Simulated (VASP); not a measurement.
Data:

```xyz
5
Lattice="4.1163 0.0000 0.0000 0.0000 4.1163 0.0000 0.0000 0.0000 4.1163" Properties=species:S:1:pos:R:3 pbc="T T T"
K      0.0000     0.0000     0.0000
Zn     2.0581     2.0581     2.0581
F      2.0581     0.0000     2.0581
F      0.0000     2.0581     2.0581
F      2.0581     2.0581     0.0000
```

The numbers are results of vdW-DF2, VASP's PBE PAW potentials (set 64) (plane waves; VASP), not measurements. Numerical set-up: 520 eV cut-off, 5×5×5 Γ-centred mesh, Gaussian smearing of 0.050 eV, potentials K_sv Zn F.

Problem. Give the stress tensor in GPa (positive for a compressed cell).

Solution. 
```
2.36  0.00  0.00
0.00  2.36  0.00
0.00  0.00  2.36
```
The pressure is its mean diagonal, 2.36 GPa.

The compound is KZnF3 in the cubic perovskite structure. This cell is one point of a volume scan, at 0.97 of the reference volume.
